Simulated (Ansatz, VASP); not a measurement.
# MoS2 in two plane-wave programs

Wanted: the spread between two codes on one cell, functional and k mesh. The cell is taken from a series of runs on this material, whose earlier steps may have relaxed, scaled, displaced or heated it; both programs get it as it stands.

Method: plane waves, with VASP 6.6.1 beside it; r2SCAN with rVV10, in Ansatz 0.2.0.

### Step 1. Set-up

The structure is hexagonal, space group P6_3/mmc (No. 194). The conventional cell has a = 3.173 Å, b = 3.173 Å, c = 12.437 Å, α = 90.00°, β = 90.00°, γ = 120.00°. Nearest to Mo lie 6 S at 2.40 Å. S has 3 Mo at 2.40 Å nearest. Farther neighbours and most contacts between anions are not listed.

### Step 2. VASP: zone-centre phonons, r2SCAN with rVV10

Second derivatives magnify differences that forces hide, and they need a tight electronic threshold.

Lines of VASP's logs that name or quote its potential files are left out, and so is its time.

Input file INCAR:

```
SYSTEM = MoS2
PREC = Accurate
ENCUT = 550
EDIFF = 1E-08
NELM = 120
ISMEAR = 0
SIGMA = 0.01
LREAL = .FALSE.
ALGO = Normal
METAGGA = R2SCAN
LUSE_VDW = .TRUE.
IVDW_NL = 2
BPARAM = 11.95
CPARAM = 0.0093
LASPH = .TRUE.
NBANDS = 32
LORBIT = 11
LWAVE = .FALSE.
LCHARG = .FALSE.
ISIF = 2
IBRION = 6
NFREE = 2
POTIM = 0.015
NSW = 1
GGA_COMPAT = .FALSE.
EFERMI = MIDGAP
LMIXTAU = .TRUE.
KPAR = 2
```

Input file POSCAR:

```
MoS2
1.0
    3.1729922191      0.0000000000      0.0000000000
   -1.5864961095      2.7478918677      0.0000000000
    0.0000000000      0.0000000000     12.4365873432
Mo S
2 4
Direct
    0.3333333334      0.6666666668      0.2500000000
    0.6666666668      0.3333333334      0.7500000000
    0.3333333334      0.6666666668      0.6249048795
    0.6666666668      0.3333333334      0.1249048795
    0.3333333334      0.6666666668      0.8750951205
    0.6666666668      0.3333333334      0.3750951205
```

Input file KPOINTS:

```
Automatic mesh
0
Gamma
9 9 2
0 0 0
```

PAW data sets: Mo_sv and S (PBE family, release 64).

On the command line:

```bash
$ mpirun -np 2 vasp_std
```

Numbers of over 12 decimals in the logs are rounded to 6 here.

The log of the run:

```text
[banner, memory and clock lines left out]
running    2 mpi-ranks, on    1 nodes
 distrk:  each k-point on    1 cores,    2 groups
 distr:  one band on    1 cores,    1 groups

 POSCAR found type information on POSCAR MoS
 POSCAR found :  2 types and       6 ions
|                                                                             |
|               ----> ADVICE to this user running VASP <----                  |
|                                                                             |
|     You have switched on vdW-DFT.                                           |
|     This routine was written and supplied by Jiri Klimes. We recommend      |
|     that you carefully read and cite the following publications:            |
|       J. Klimes, D.R. Bowler, A. Michelides                                 |
|          J. Phys.: Cond Matt. 22 022201 (2010)                              |
|       J. Klimes, D.R. Bowler, A. Michelides                                 |
|          Phys. Rev. B. 83, 195131 (2011)                                    |
|     and references therein.                                                 |
|                                                                             |

|                                                                             |
|               ----> ADVICE to this user running VASP <----                  |
|                                                                             |
|     You enforced a specific xc type in the INCAR file but a different       |
|     [... a line on the potential file left out ...]
|     I HOPE YOU KNOW WHAT YOU ARE DOING!                                     |
|                                                                             |

 LDA part: xc-table for (None), standard interpolation
 POSCAR, INCAR and KPOINTS ok, starting setup
 FFT: planning ... GRIDC
 FFT: planning ... GRID_SOFT
 FFT: planning ... GRID
 WAVECAR not read
 entering main loop
       N       E                     dE             d eps       ncg     rms          rms(c)
Total rVV10 correction in eV:      0.9364048    53.8668649
Total rVV10 correction in eV:      0.9364048    53.8668649
DAV:   1     0.416284881300E+03    0.41628E+03   -0.30960E+04  1696   0.165E+03
DAV:   2    -0.833558808317E+02   -0.49964E+03   -0.48835E+03  1896   0.410E+02
DAV:   3    -0.108004034070E+03   -0.24648E+02   -0.24452E+02  2016   0.819E+01
DAV:   4    -0.108456566381E+03   -0.45253E+00   -0.45144E+00  1920   0.111E+01
DAV:   5    -0.108466110043E+03   -0.95437E-02   -0.95392E-02  1944   0.159E+00    0.386E+01
Total rVV10 correction in eV:      0.9335615    53.8668648
Total rVV10 correction in eV:      0.9335615    53.8668648
DAV:   6    -0.980734113563E+02    0.10393E+02   -0.21091E+01  1704   0.315E+01    0.134E+01
Total rVV10 correction in eV:      0.9285101    53.8668648
Total rVV10 correction in eV:      0.9285101    53.8668648
DAV:   7    -0.931784245160E+02    0.48950E+01   -0.61288E+00  1728   0.135E+01    0.669E+00
Total rVV10 correction in eV:      0.9322532    53.8668648
Total rVV10 correction in eV:      0.9322532    53.8668648
DAV:   8    -0.911926314163E+02    0.19858E+01   -0.18437E+00  1912   0.824E+00    0.408E+00
Total rVV10 correction in eV:      0.9364110    53.8668648
Total rVV10 correction in eV:      0.9364110    53.8668648
DAV:   9    -0.896097285995E+02    0.15829E+01   -0.27548E-01  1808   0.367E+00    0.161E+00
Total rVV10 correction in eV:      0.9385478    53.8668648
Total rVV10 correction in eV:      0.9385478    53.8668648
DAV:  10    -0.889171616075E+02    0.69257E+00   -0.31393E-01  1816   0.399E+00    0.568E-01
Total rVV10 correction in eV:      0.9382271    53.8668648
Total rVV10 correction in eV:      0.9382271    53.8668648
DAV:  11    -0.889644160545E+02   -0.47254E-01   -0.10162E-02  1912   0.600E-01    0.655E-01
Total rVV10 correction in eV:      0.9390315    53.8668648
Total rVV10 correction in eV:      0.9390315    53.8668648
DAV:  12    -0.886541726365E+02    0.31024E+00   -0.35217E-02  1648   0.124E+00    0.640E-01
Total rVV10 correction in eV:      0.9387739    53.8668648
Total rVV10 correction in eV:      0.9387739    53.8668648
DAV:  13    -0.886220154905E+02    0.32157E-01   -0.13146E-03  1888   0.201E-01    0.656E-01
Total rVV10 correction in eV:      0.9459411    53.8668648
Total rVV10 correction in eV:      0.9459411    53.8668648
DAV:  14    -0.889497019957E+02   -0.32769E+00   -0.26793E-01  1584   0.334E+00    0.696E-01
Total rVV10 correction in eV:      0.9540869    53.8668648
Total rVV10 correction in eV:      0.9540869    53.8668648
DAV:  15    -0.890966111382E+02   -0.14691E+00   -0.67037E-02  1648   0.173E+00    0.105E+00
[...]
bond charge predicted
       N       E                     dE             d eps       ncg     rms          rms(c)
Total rVV10 correction in eV:      0.9552543    53.8668647
Total rVV10 correction in eV:      0.9552543    53.8668647
DAV:   1    -0.890990576296E+02    0.29056E-02   -0.55465E-01  5592   0.258E+00    0.322E-01
Total rVV10 correction in eV:      0.9552453    53.8668647
Total rVV10 correction in eV:      0.9552453    53.8668647
DAV:   2    -0.891019728595E+02   -0.29152E-02   -0.17664E-02  6288   0.641E-01    0.129E-01
Total rVV10 correction in eV:      0.9552502    53.8668647
Total rVV10 correction in eV:      0.9552502    53.8668647
[...]
Total rVV10 correction in eV:      0.9563194    53.8668647
DAV:   2    -0.891026460593E+02   -0.15279E-03   -0.15223E-02  1928   0.574E-01    0.164E-01
Total rVV10 correction in eV:      0.9563046    53.8668647
Total rVV10 correction in eV:      0.9563046    53.8668647
DAV:   3    -0.891021697694E+02    0.47629E-03   -0.47699E-04  1784   0.133E-01    0.106E-01
Total rVV10 correction in eV:      0.9562773    53.8668647
Total rVV10 correction in eV:      0.9562773    53.8668647
DAV:   4    -0.891009072629E+02    0.12625E-02   -0.33287E-04  1872   0.111E-01    0.230E-02
Total rVV10 correction in eV:      0.9562708    53.8668647
Total rVV10 correction in eV:      0.9562708    53.8668647
DAV:   5    -0.891009022476E+02    0.50153E-05   -0.24654E-04  1656   0.103E-01    0.681E-03
Total rVV10 correction in eV:      0.9562689    53.8668647
Total rVV10 correction in eV:      0.9562689    53.8668647
DAV:   6    -0.891009065457E+02   -0.42981E-05   -0.25362E-05  1776   0.322E-02    0.538E-03
Total rVV10 correction in eV:      0.9562653    53.8668647
Total rVV10 correction in eV:      0.9562653    53.8668647
DAV:   7    -0.891008597663E+02    0.46779E-04   -0.22526E-06  1832   0.953E-03    0.594E-03
Total rVV10 correction in eV:      0.9562620    53.8668647
Total rVV10 correction in eV:      0.9562620    53.8668647
DAV:   8    -0.891008314727E+02    0.28294E-04   -0.74125E-07  1816   0.589E-03    0.211E-03
Total rVV10 correction in eV:      0.9562606    53.8668647
Total rVV10 correction in eV:      0.9562606    53.8668647
DAV:   9    -0.891008294618E+02    0.20109E-05   -0.64268E-07  1712   0.504E-03    0.678E-04
Total rVV10 correction in eV:      0.9562599    53.8668647
Total rVV10 correction in eV:      0.9562599    53.8668647
DAV:  10    -0.891008112202E+02    0.18242E-04   -0.27265E-07  1544   0.325E-03    0.444E-04
Total rVV10 correction in eV:      0.9562595    53.8668647
Total rVV10 correction in eV:      0.9562595    53.8668647
DAV:  11    -0.891008139884E+02   -0.27682E-05   -0.31805E-08  1568   0.108E-03    0.202E-04
Total rVV10 correction in eV:      0.9562594    53.8668647
Total rVV10 correction in eV:      0.9562594    53.8668647
DAV:  12    -0.891008091067E+02    0.48816E-05   -0.12010E-08  1208   0.800E-04    0.811E-05
Total rVV10 correction in eV:      0.9562595    53.8668647
Total rVV10 correction in eV:      0.9562595    53.8668647
DAV:  13    -0.891008100419E+02   -0.93517E-06   -0.19822E-09   960   0.279E-04    0.857E-05
Total rVV10 correction in eV:      0.9562595    53.8668647
Total rVV10 correction in eV:      0.9562595    53.8668647
DAV:  14    -0.891008095798E+02    0.46208E-06   -0.10137E-09   968   0.217E-04    0.360E-05
Total rVV10 correction in eV:      0.9562595    53.8668647
Total rVV10 correction in eV:      0.9562595    53.8668647
DAV:  15    -0.891008098665E+02   -0.28672E-06   -0.27447E-10   904   0.104E-04    0.256E-05
Total rVV10 correction in eV:      0.9562596    53.8668647
Total rVV10 correction in eV:      0.9562596    53.8668647
DAV:  16    -0.891008101668E+02   -0.30024E-06   -0.68727E-11   936   0.537E-05    0.201E-05
Total rVV10 correction in eV:      0.9562596    53.8668647
Total rVV10 correction in eV:      0.9562596    53.8668647
DAV:  17    -0.891008101572E+02    0.95633E-08   -0.50362E-11   896   0.393E-05
Total rVV10 correction in eV:      0.9562596    53.8668647
Total rVV10 correction in eV:      0.9562596    53.8668647
Total rVV10 correction in eV:      0.9562596    53.8668647
Total rVV10 correction in eV:      0.9562596    53.8668647
   8 F= -.89100810E+02 E0= -.89100810E+02  d E =0.000000E+00
 Finite differences progress:
  Degree of freedom:   4/  4
  Displacement:        1/  2
  Total:               7/  8
 bond charge predicted
       N       E                     dE             d eps       ncg     rms          rms(c)
Total rVV10 correction in eV:      0.9542380    53.8668647
Total rVV10 correction in eV:      0.9542380    53.8668647
DAV:   1    -0.890976630182E+02    0.31471E-02   -0.10466E+00  1568   0.365E+00    0.752E-01
Total rVV10 correction in eV:      0.9540758    53.8668647
Total rVV10 correction in eV:      0.9540758    53.8668647
DAV:   2    -0.891001609547E+02   -0.24979E-02   -0.33600E-02  1912   0.825E-01    0.298E-01
Total rVV10 correction in eV:      0.9541377    53.8668647
Total rVV10 correction in eV:      0.9541377    53.8668647
DAV:   3    -0.891011154781E+02   -0.95452E-03   -0.12693E-03  1712   0.239E-01    0.186E-01
Total rVV10 correction in eV:      0.9542142    53.8668647
Total rVV10 correction in eV:      0.9542142    53.8668647
DAV:   4    -0.891008567996E+02    0.25868E-03   -0.99825E-04  1784   0.192E-01    0.613E-02
Total rVV10 correction in eV:      0.9542387    53.8668647
Total rVV10 correction in eV:      0.9542387    53.8668647
DAV:   5    -0.891012129324E+02   -0.35613E-03   -0.79295E-04  1616   0.187E-01    0.201E-02
Total rVV10 correction in eV:      0.9542398    53.8668647
Total rVV10 correction in eV:      0.9542398    53.8668647
DAV:   6    -0.891013191077E+02   -0.10618E-03   -0.64533E-05  1776   0.524E-02    0.148E-02
Total rVV10 correction in eV:      0.9542489    53.8668647
Total rVV10 correction in eV:      0.9542489    53.8668647
DAV:   7    -0.891013192324E+02   -0.12461E-06   -0.23215E-05  1704   0.311E-02    0.149E-02
Total rVV10 correction in eV:      0.9542559    53.8668647
Total rVV10 correction in eV:      0.9542559    53.8668647
DAV:   8    -0.891013269480E+02   -0.77156E-05   -0.48262E-06  1704   0.152E-02    0.395E-03
Total rVV10 correction in eV:      0.9542573    53.8668647
Total rVV10 correction in eV:      0.9542573    53.8668647
DAV:   9    -0.891013263991E+02    0.54887E-06   -0.87770E-07  1888   0.503E-03    0.144E-03
Total rVV10 correction in eV:      0.9542580    53.8668647
Total rVV10 correction in eV:      0.9542580    53.8668647
DAV:  10    -0.891013270273E+02   -0.62822E-06   -0.20916E-07  1576   0.296E-03    0.908E-04
Total rVV10 correction in eV:      0.9542585    53.8668647
Total rVV10 correction in eV:      0.9542585    53.8668647
DAV:  11    -0.891013270188E+02    0.85538E-08   -0.51173E-08  1648   0.126E-03
Total rVV10 correction in eV:      0.9542586    53.8668647
Total rVV10 correction in eV:      0.9542586    53.8668647
Total rVV10 correction in eV:      0.9542590    53.8668647
Total rVV10 correction in eV:      0.9542590    53.8668647
   9 F= -.89101327E+02 E0= -.89101327E+02  d E =0.000000E+00
 Finite differences progress:
  Degree of freedom:   4/  4
  Displacement:        2/  2
  Total:               8/  8
```

(Continued in part 2 of 3.)

[Lines on the potential files, build, host, timing and source positions are cut from VASP's logs without a mark.]

[Logs are printed without paths, hosts, clocks, repeated set-up lines and the standing remarks that a program may print on its own settings, such as how far it seeks lower states.]

[Hosts, paths, dates, database ids (printed as entryN), source tags and the programs' standing remarks are cut or masked in the printed files.]
